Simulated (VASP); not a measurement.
Given:

```xyz
3
Lattice="0.0000 3.2800 3.2800 3.2800 0.0000 3.2800 3.2800 3.2800 0.0000" Properties=species:S:1:pos:R:3 pbc="T T T"
Na     1.6400     1.6400     1.6400
Na     4.9199     4.9199     4.9199
S      0.0000     0.0000     0.0000
```

Computed with PBE GGA, VASP's PBE PAW potentials (set 64) (plane waves; VASP). Settings: 500 eV cut-off, 6×6×6 Γ-centred mesh, Gaussian smearing of 0.050 eV, potentials Na_pv S.

Energy and stress use the plane-wave basis of the starting cell.

The ions, cell shape and volume at an external pressure of 5.0 GPa are relaxed. Predict the relaxed structure.

```xyz
3
Lattice="0.0000 3.1445 3.1445 3.1445 0.0000 3.1445 3.1445 3.1445 0.0000" Properties=species:S:1:pos:R:3 pbc="T T T"
Na     1.5723     1.5723     1.5723
Na     4.7168     4.7168     4.7168
S      0.0000     0.0000     0.0000
```
Space group Fm-3m (225), at a tolerance of 0.03 Å.

How do energy and volume change from the first to the last step?

The energy (σ→0) changes by +39.3 meV/atom and the volume by -11.9 %, in 3 ionic steps.

```csv
step,E(σ→0) (eV),max force (eV/Å),pressure (GPa),volume (Å³)
1,-9.9759,0.000,0.11,70.57
2,-9.8938,0.000,3.97,63.48
3,-9.8580,0.000,4.88,62.19
```

The compound is Na2S in the antifluorite structure. This run relaxes it under an external pressure of 5 GPa. Symmetry was kept, so distortions that lower it aren't found.
